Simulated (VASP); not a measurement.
Energy against volume of Li2Se (antifluorite). Method: vdW-DF2, VASP's PBE PAW potentials (set 64) (plane waves; VASP 6.6.1). Settings: 520 eV cut-off, 6×6×6 Γ-centred mesh, Gaussian smearing of 0.050 eV, potentials Li_sv Se.

```csv
V (Å³/atom),E (eV/atom)
18.236,-2.64599
18.800,-2.64792
19.364,-2.64647
19.928,-2.64208
```

Q: Fit these four points and predict the energy of the run at 17.672 Å³/atom.

A: A cubic in V^(−2/3), the third-order Birch-Murnaghan form, passes through the four points with V0 = 18.83 Å³/atom and B0 = 32 GPa, and gives -2.6402 eV/atom there. The run gave -2.6401 eV/atom, +0.1 meV/atom from the fit; all five points give B0 = 32 GPa.

The compound is Li2Se in the antifluorite structure. It was relaxed first.
